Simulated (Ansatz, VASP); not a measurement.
# CuH5C4N2OF2 (CuH5C4N2OF2 (P2_1/c)) in two plane-wave programs, part 2 of 2

One calculation is typed for both programs; each brings its own data sets. How far apart do they land? The structure shown is the start of the Ansatz relaxation below; VASP solves that cell, so the two are compared at the walk's first step.

VASP 6.6.1 and Ansatz 0.2.0.

So far: The structure; Ansatz: relaxation, PBE with D4.

### Step 3. VASP: single point, PBE with D4, start cell

Level of this step: PBE with D4, no spin polarisation; plane waves and PAW (Cu, H, C, N, O, F) (VASP).

The same cell, functional, mesh and smearing now go to VASP, with its own data sets.

Lines of VASP's logs that name or quote its potential files are left out, and so is its time.

File INCAR:

```
SYSTEM = CuH5C4N2OF2
PREC = Accurate
ENCUT = 520
EDIFF = 1E-06
NELM = 120
ISMEAR = -1
SIGMA = 0.025
LREAL = Auto
ALGO = Normal
GGA = PE
IVDW = 13
NBANDS = 336
LASPH = .TRUE.
LORBIT = 11
LWAVE = .FALSE.
LCHARG = .FALSE.
ISIF = 2
GGA_COMPAT = .FALSE.
KPAR = 4
```

File POSCAR:

```
CuH5C4N2OF2
1.0
   16.1322000000      0.0000000000      0.0000000000
    0.0000000000      7.6108000000      0.0000000000
   -4.3854400000      0.0000000000      9.3272700000
Cu H C N O F
8 40 32 16 8 16
Direct
    0.0576329357      0.0968492143      0.9198725887
    0.4449102668      0.6008829558      0.5818529966
    0.4420031878      0.9029142797      0.0818353066
    0.0557894590      0.4039259999      0.4200049961
    0.5534335763      0.0984127818      0.9193150836
    0.9431177093      0.5964418984      0.5819173241
    0.9438583392      0.9020733694      0.0853304343
    0.5572504355      0.4013244337      0.4204767311
    0.1370910702      0.1466862879      0.2486365249
    0.3634936839      0.6515872182      0.2512525101
    0.3609899858      0.8532480160      0.7526639628
    0.1388570287      0.3488989331      0.7494047026
    0.2935578749      0.1345325064      0.4524367795
    0.2102481122      0.6306038787      0.0502719445
    0.2119371587      0.8606453986      0.5555001624
    0.2891281682      0.3665580491      0.9447566115
    0.4220893529      0.0524649183      0.3942203882
    0.0776172617      0.5585352394      0.1060867757
    0.0774313664      0.9441451621      0.6051931594
    0.4206391653      0.4511220897      0.8952887608
    0.4429615551      0.0081594576      0.6736483451
    0.0546827859      0.5103668471      0.8235099874
    0.0530371695      0.9866242708      0.3242106211
    0.4463338173      0.4842592106      0.1783051204
    0.4616388898      0.2118699742      0.6597857680
    0.0339578576      0.7126714669      0.8304788003
    0.0331309145      0.7855547380      0.3324123779
    0.4656782223      0.2850948652      0.1714113562
    0.6338588543      0.1497608661      0.2444766797
    0.8656318891      0.6478031219      0.2573850655
[... 84 atom lines left out ...]
    0.5200701035      0.8595548431      0.9382809761
    0.9816170559      0.3615651443      0.5659962669
    0.5821726806      0.3391759079      0.9143725870
    0.9153289138      0.8372838598      0.5835147905
    0.9147563209      0.6629132286      0.0800448577
    0.5827189091      0.1627949756      0.4164777046
```

File KPOINTS:

```
Automatic mesh
0
Gamma
1 2 2
0 0 0
```

Potentials, in the order of the species: Cu, H, C, N, O and F (PBE family, release 64).

Command:

```console
mpirun -np 16 vasp_std
```

Numbers of over 12 decimals in the logs are rounded to 6 here.

Output:

```text
[banner, memory and clock lines left out]
running   16 mpi-ranks, on    1 nodes
[...]
|                                                                             |
|           W    W    AA    RRRRR   N    N  II  N    N   GGGG   !!!           |
|           W    W   A  A   R    R  NN   N  II  NN   N  G    G  !!!           |
|           W    W  A    A  R    R  N N  N  II  N N  N  G       !!!           |
|           W WW W  AAAAAA  RRRRR   N  N N  II  N  N N  G  GGG   !            |
|           WW  WW  A    A  R   R   N   NN  II  N   NN  G    G                |
|           W    W  A    A  R    R  N    N  II  N    N   GGGG   !!!           |
|                                                                             |
|     For optimal performance we recommend to set                             |
|       NCORE = 2 up to number-of-cores-per-socket                            |
|     NCORE specifies how many cores store one orbital (NPAR=cpu/NCORE).      |
|     This setting can greatly improve the performance of VASP for DFT.       |
|     The default, NCORE=1 might be grossly inefficient on modern             |
|     multi-core architectures or massively parallel machines. Do your        |
|     Unfortunately you need to use the default for GW and RPA                |
|     calculations (for HF NCORE is supported but not extensively tested      |
|     yet).                                                                   |
|                                                                             |

 LDA part: xc-table for (Slater+PW92), standard interpolation
 POSCAR, INCAR and KPOINTS ok, starting setup
[...]
entering main loop
       N       E                     dE             d eps       ncg     rms          rms(c)
DAV:   1     0.630221937578E+04    0.63022E+04   -0.21078E+05  2688   0.153E+03
DAV:   2     0.394063657664E+03   -0.59082E+04   -0.52915E+04  3000   0.436E+02
DAV:   3    -0.708259212280E+03   -0.11023E+04   -0.10332E+04  2968   0.204E+02
DAV:   4    -0.826235278321E+03   -0.11798E+03   -0.11232E+03  4256   0.713E+01
[...]
DAV:  46    -0.717553539903E+03    0.12883E-05   -0.11263E-05  1672   0.103E-02    0.480E-02
DAV:  47    -0.717553537817E+03    0.20863E-05   -0.77585E-06  1600   0.859E-03    0.228E-02
DAV:  48    -0.717553537520E+03    0.29686E-06   -0.39819E-06  1520   0.663E-03
   1 F= -.72854380E+03 E0= -.72848191E+03  d E =-.123775E+00
```

OUTCAR, selected parts (step 3):

```text
  FREE ENERGIE OF THE ION-ELECTRON SYSTEM (eV)
  ---------------------------------------------------
  free  energy   TOTEN  =      -728.5437995057 eV

  energy  without entropy=     -728.4200243193  energy(sigma->0) =     -728.48191191
```

This run has no spin polarisation, so a moment on Cu, if there is one, isn't seen. The k-mesh is coarse for a metal.

### Step 4. Differences

Known differences besides the potentials themselves: the data sets hold 560 valence electrons in Ansatz (on its default PAW (the set named soft_2) files) and 496 in VASP; the cutoff is 420 eV in Ansatz and 520 eV in VASP (PREC = Accurate, projectors in real space). Total energies have different zeros and are not compared.

Forces on 7 of the 120 atoms, those with the largest forces and the largest differences (eV/Å; atoms numbered as in POSCAR):

| atom | Ansatz x, y, z | VASP x, y, z |
| --- | --- | --- |
| H41 | 0.266, -2.844, -1.637 | 0.255, -3.041, -1.712 |
| H44 | 0.122, 2.823, -1.578 | 0.105, 3.021, -1.640 |
| H48 | 1.492, -2.283, -1.690 | 1.558, -2.447, -1.774 |
| C53 | 0.176, 0.608, 3.305 | 0.168, 0.614, 3.340 |
| N88 | 0.819, -0.037, 3.347 | 0.872, -0.022, 3.350 |
| O101 | -0.374, 2.933, 1.730 | -0.378, 3.052, 1.809 |
| O104 | -1.849, -0.386, 3.188 | -1.904, -0.420, 3.317 |

The forces differ by 43 meV/Å r.m.s., which is 4.5 % of the r.m.s. force of 0.943 eV/Å (both taken over all components). VASP's last cycles still show a density residual of 2e-03, so its state may not be settled.

### Step 5. Results

```json
{
  "r.m.s. force difference (single point, PBE with D4, start cell)": "4.5 % of the r.m.s. force"
}
```

**Reading.** The r.m.s. force difference is 4.5 % of the r.m.s. force (single point, PBE with D4, start cell), beyond the 3 % picked in this series as the mark of a large difference. The data sets hold unlike numbers of valence electrons (560 in Ansatz and 496 in VASP), so part of the differences comes from the potentials. What causes the difference of the single point, PBE with D4, start cell pair stays open here. VASP runs on this material, other cells of it included, that failed, so that no pair exists: single point, PBE (timeout). Such differences can come from data sets, numerical settings and the points named under the comparisons, not from the functional's error against experiment.

[Lines on the potential files, build, host, timing and source positions are cut from VASP's logs without a mark.]

[Logs are printed without paths, hosts, clocks, repeated set-up lines and the standing remarks that a program may print on its own settings, such as how far it seeks lower states.]

[Hosts, paths, dates, database ids (printed as entryN), source tags and the programs' standing remarks are cut or masked in the printed files.]
